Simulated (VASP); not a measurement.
Method: PBEsol GGA, VASP's PBE PAW potentials (set 64) (plane waves; VASP).

A VASP calculation is set up with these files.

POSCAR:
```
BBi
1
    0.0000000000     2.7269603413     2.7269603413
    2.7269603413     0.0000000000     2.7269603413
    2.7269603413     2.7269603413     0.0000000000
B Bi
1 1
Direct
  0.0000000000   0.0000000000   0.0000000000
  0.2500000000   0.2500000000   0.2500000000
```

**KPOINTS**
```
K-points
0
gamma
 8 8 8
```

**INCAR**
```
SIGMA  =  0.05
LWAVE  =  .FALSE.
EDIFFG  =  -0.02
ENCUT  =  620   ! plane-wave cut-off (eV)
LMAXMIX  =  4
EDIFF  =  1E-6
ISIF  =  3   ! ions, shape and volume
LREAL  =  .FALSE.
GGA  =  PS
ISMEAR  =  0
ALGO  =  Normal   ! blocked Davidson
LASPH  =  .TRUE.
NSW  =  40   ! most ionic steps
LCHARG  =  .FALSE.
IBRION  =  2
NELM  =  100   ! most electronic steps
SYSTEM  =  BBi
PREC  =  Accurate
```

POTCAR, in this order: B Bi_d (PBE.64 set). Program: vasp_std.

The run wrote:

File OSZICAR:
```
       N       E                     dE             d eps       ncg     rms          rms(c)
DAV:   1     0.139447642641E+03    0.13945E+03   -0.11097E+04   754   0.187E+03
DAV:   2    -0.438554310656E+00   -0.13989E+03   -0.13510E+03   779   0.400E+02
DAV:   3    -0.101933815644E+02   -0.97548E+01   -0.96794E+01   989   0.106E+02
DAV:   4    -0.104276774888E+02   -0.23430E+00   -0.23419E+00   888   0.178E+01
DAV:   5    -0.104337418546E+02   -0.60644E-02   -0.60642E-02   999   0.246E+00    0.369E+00
DAV:   6    -0.979285574550E+01    0.64089E+00   -0.14184E+00   964   0.984E+00    0.144E+00
DAV:   7    -0.976766116037E+01    0.25195E-01   -0.23495E-01   907   0.265E+00    0.718E-01
DAV:   8    -0.976232964947E+01    0.53315E-02   -0.25659E-02   953   0.177E+00    0.131E-01
DAV:   9    -0.976163045189E+01    0.69920E-03   -0.43554E-03  1048   0.750E-01    0.484E-02
DAV:  10    -0.976167485549E+01   -0.44404E-04   -0.32931E-04   939   0.175E-01    0.223E-02
DAV:  11    -0.976168105868E+01   -0.62032E-05   -0.61951E-05  1016   0.963E-02    0.698E-03
DAV:  12    -0.976168013339E+01    0.92529E-06   -0.40824E-06   874   0.175E-02
   1 F= -.97616801E+01 E0= -.97616801E+01  d E =-.976168E+01
```

### OUTCAR
```
------------------------ aborting loop because EDIFF is reached ----------------------------------------
  FORCE on cell =-STRESS in cart. coord.  units (eV):
  Direction    XX          YY          ZZ          XY          YZ          ZX
  --------------------------------------------------------------------------------------
  Total        0.0051420      0.0051420      0.0051420      0.0000000     -0.0000000      0.0000000
  in kB        0.2031315      0.2031315      0.2031315      0.0000000     -0.0000000      0.0000000
  external PRESSURE =       0.2031315 kB  Pullay stress =       0.0000000 kB
  volume of cell :       40.56
      direct lattice vectors                 reciprocal lattice vectors
     0.000000000  2.726960341  2.726960341    -0.183354335  0.183354335  0.183354335
     2.726960341  0.000000000  2.726960341     0.183354335 -0.183354335  0.183354335
     2.726960341  2.726960341  0.000000000     0.183354335  0.183354335 -0.183354335
 POSITION                                       TOTAL-FORCE (eV/Angst)
 -----------------------------------------------------------------------------------
      0.00000      0.00000      0.00000         0.000000      0.000000      0.000000
      1.36348      1.36348      1.36348        -0.000000     -0.000000     -0.000000
 -----------------------------------------------------------------------------------
    total drift:                                0.000000      0.000000      0.000000
  FREE ENERGIE OF THE ION-ELECTRON SYSTEM (eV)
  ---------------------------------------------------
  free  energy   TOTEN  =        -9.7616801334 eV

  energy  without entropy=       -9.7616801334  energy(sigma->0) =       -9.76168013

 reached required accuracy - stopping structural energy minimisation
```
(Selected blocks of OUTCAR.)

**OUTCAR**
```
 val. band max:        7.2524937038   @ k =   0.0000   0.0000   0.0000

 cond. band min:       7.7011338642   @ k =   0.0000   0.0000   0.0000


 Fermi energy:         7.4774379189

 k-point     1 :       0.0000    0.0000    0.0000
  band No.  band energies     occupation
      1     -15.8629      2.00000
      2     -15.8629      2.00000
      3     -15.8629      2.00000
      4     -15.7707      2.00000
      5     -15.7707      2.00000
      6      -7.0829      2.00000
      7       7.2525      2.00000
      8       7.2525      2.00000
      9       7.2525      2.00000
     10       7.7011      0.00000
     11      10.0446      0.00000
     12      10.0446      0.00000
     13      10.0446      0.00000

 k-point     2 :       0.1250    0.0000    0.0000
  band No.  band energies     occupation
      1     -15.8619      2.00000
      2     -15.8563      2.00000
      3     -15.8563      2.00000
      4     -15.7704      2.00000
      5     -15.7704      2.00000
      6      -6.8786      2.00000
      7       5.0875      2.00000
      8       6.8747      2.00000
      9       6.8747      2.00000
     10       8.3519      0.00000
     11      10.4965      0.00000
     12      10.4965      0.00000
     13      10.6346      0.00000

 k-point     3 :       0.2500    0.0000    0.0000
  band No.  band energies     occupation
      1     -15.8596      2.00000
      2     -15.8438      2.00000
      3     -15.8438      2.00000
      4     -15.7662      2.00000
      5     -15.7662      2.00000
      6      -6.2914      2.00000
      7       2.5072      2.00000
      8       6.2368      2.00000
      9       6.2368      2.00000
     10       8.0670      0.00000
     11      11.1616      0.00000
     12      11.1616      0.00000
     13      12.0070      0.00000

 k-point     4 :       0.3750    0.0000    0.0000
  band No.  band energies     occupation
      1     -15.8579      2.00000
      2     -15.8372      2.00000
      3     -15.8372      2.00000
...
```

Unless said otherwise, spin-orbit coupling is left out, though it shifts the bands of the heavy elements here.

The structure was generated: BBi was put into the zinc blende type (F-43m), which need not be its known phase. It was relaxed first, which changed the volume by +5 %.
